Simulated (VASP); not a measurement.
Data:

```
PtTi3
1.0
   -1.93649     1.93649     4.31341
    1.93649    -1.93649     4.31341
    1.93649     1.93649    -4.31341
Ti Pt
3 1
Direct
  0.50000   0.50000   0.00000
  0.75000   0.25000   0.50000
  0.25000   0.75000   0.50000
  0.00000   0.00000   0.00000
```

Computed with PBE GGA, VASP's PBE PAW potentials (set 64) (plane waves; VASP 6.6.1). Run with 300 eV cut-off, 6×6×6 Γ-centred mesh, Fermi-Dirac smearing of 0.10 eV, potentials Ti_sv Pt.

At this cut-off the stress carries a Pulay error, which pulls relaxed volumes low.

Question: The ions, cell shape and volume are relaxed. Predict the relaxed structure.

Answer: 
```
PtTi3
1.0
   -1.90933     1.90933     4.45830
    1.90933    -1.90933     4.45830
    1.90933     1.90933    -4.45830
Ti Pt
3 1
Direct
  0.50000   0.50000   0.00000
  0.75000   0.25000   0.50000
  0.25000   0.75000   0.50000
  0.00000   0.00000   0.00000
```
Space group I4/mmm (139), at a tolerance of 0.03 Å.

Question: How do energy and volume change from the first to the last step?

Answer: The energy (σ→0) changes by -8.2 meV/atom and the volume by +0.5 %, in 8 ionic steps.

The structure was generated: Ti3Pt was put into an ordered model structure, which need not be its known phase. This run relaxes it. Symmetry was kept, so distortions that lower it aren't found. The k-mesh is coarse (spacing up to 0.39 per Å, 2π included), so the numbers may not be converged in it. The run is one of a series of settings (EDIFFG = -0.01, IBRION = 2, ISIF = 3, NSW = 50 against the base run), some of them coarse on purpose.
